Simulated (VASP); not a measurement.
Consider the following.

```yaml
crystal:
  lattice:
    - [2.46437, 0.00000, 0.00000]
    - [0.00000, 2.46437, 0.00000]
    - [0.00000, 0.00000, 2.46437]
  atoms:
    - { symbol: Fe, position: [0.00000, 0.00000, 0.00000] }
    - { symbol: B, position: [0.50000, 0.50000, 0.50000] }
```

Level of theory: PBEsol GGA, VASP's PBE PAW potentials (set 64) (plane waves; VASP 6.6.1). Run with 520 eV cut-off, 16×16×16 Γ-centred mesh, tetrahedra with Blöchl corrections, potentials Fe B.

**Question.** Tabulate the total density of states (states/eV per cell) against energy (eV; zero at the valence-band maximum or, without a gap, the Fermi level).

**Answer.** 
(E (eV), DOS (states/eV)): (-9.98, 0.30); (-9.74, 0.33); (-9.50, 0.36); (-9.26, 0.40); (-9.02, 0.45); (-8.90, 0.50); (-8.66, 0.60); (-8.42, 0.66); (-8.18, 0.71); (-7.94, 0.78); (-7.70, 0.49); (-7.46, 0.39); (-7.22, 0.35); (-6.98, 0.32); (-6.74, 0.31); (-6.62, 0.31); (-6.38, 0.30); (-6.14, 0.55); (-5.90, 0.80); (-5.66, 1.13); (-5.42, 1.17); (-5.18, 1.33); (-4.94, 1.02); (-4.70, 0.94); (-4.46, 0.86); (-4.34, 0.86); (-4.10, 1.05); (-3.86, 1.31); (-3.62, 1.49); (-3.38, 1.30); (-3.14, 0.91); (-2.90, 0.73); (-2.66, 0.21); (-2.42, 0.55); (-2.18, 1.78); (-2.06, 2.06); (-1.82, 2.02); (-1.58, 1.84); (-1.34, 2.56); (-1.10, 1.99); (-0.86, 1.69); (-0.62, 2.54); (-0.38, 2.67); (-0.14, 1.87); (0.10, 1.63); (0.22, 1.50); (0.46, 0.45); (0.70, 0.35); (0.94, 0.30); (1.18, 0.25); (1.42, 0.73); (1.66, 1.17); (1.90, 1.82); (2.14, 1.12); (2.38, 0.83); (2.50, 0.74); (2.74, 0.69); (2.98, 0.60); (3.22, 0.52); (3.46, 0.49)
Within 2 eV below the Fermi level the largest weight inside VASP's projection spheres is Fe d.

The structure was generated: FeB was put into the CsCl type type (Pm-3m), which need not be its known phase. It was relaxed first, which changed the volume by -32 %. The run is not spin-polarised, so no magnetic state was tried. The electron count is odd and the run is not spin-polarised, which forces a metal.
